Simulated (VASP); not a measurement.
Runs of VASP 6.6.1 on NaLaMnMoO6. The structure is monoclinic, space group Cm (No. 8). Conventional cell: a = 9.445 Å, b = 5.474 Å, c = 5.485 Å, α = 90.00°, β = 125.39°, γ = 90.00°. Na (site symmetry m) has 7 O at 2.42 to 2.76 Å as nearest neighbours. La (site symmetry m) is surrounded by 7 O at 2.43 to 2.76 Å. Around Mn (site symmetry m) lie 6 O at 1.94 to 1.95 Å. Mo (site symmetry m) has 6 O at 1.96 to 1.98 Å as nearest neighbours. O (site symmetry 1) has 1 Mn at 1.94 Å and 1 Mo at 1.97 Å as nearest neighbours. Around O (site symmetry m) lie 1 Mn at 1.94 Å and 1 Mo at 1.96 Å. O (site symmetry m) has 1 Mn at 1.95 Å and 1 Mo at 1.98 Å as nearest neighbours. O (site symmetry 1) has 1 Mn at 1.94 Å and 1 Mo at 1.97 Å as nearest neighbours. The cell was built by a generator and needn't be a form met in nature.

| level | gap on the mesh (eV) | pressure (GPa) | moment (μB) | relaxed volume (Å³/atom) | largest force (eV/Å) |
| --- | --- | --- | --- | --- | --- |
| PBE+rVV10 | none | 0.0 | (b) | 11.47 | 0.01 |
| PBE+D3(BJ) | none | 0.0 | 1.79 | (a) | 0.01 |
| PBE+D4 | none | 0.0 | 1.88 | 11.36 | 0.01 |
| PBE+D2 | none | 0.0 | 1.73 | 11.31 | 0.01 |
| PBE+D3 | none | 0.0 | 2.00 | 11.44 | 0.01 |

Alike in all rows: task relaxation of cell and atoms; potentials or basis VASP PAW PBE potentials, release 64 (Na_pv, La, Mn_pv, Mo_sv, O); spin collinear, ferromagnetic start; cell relaxed; k mesh 6 × 6 × 6; cutoff (eV) 600; smearing fermi-dirac 0.05 eV.

Task: Estimate the missing entries.

Result: (a) 11.34; (b) 2.01.

Caveats: a cell with one magnetic atom can't hold antiferromagnetic order, which such compounds often take; semilocal functionals often make such compounds metallic where correlation or magnetic order opens a gap, which also shifts bond lengths; pairwise dispersion overbinds metals, which lowers pressure and volume; atom-pairwise D2, TS and ULG terms overbind metals (some runs).

A k mesh can miss the band edges, and the runs leave out spin-orbit coupling on La, Mo.

A gap of «none» marks a metal or a gap under the smearing width.
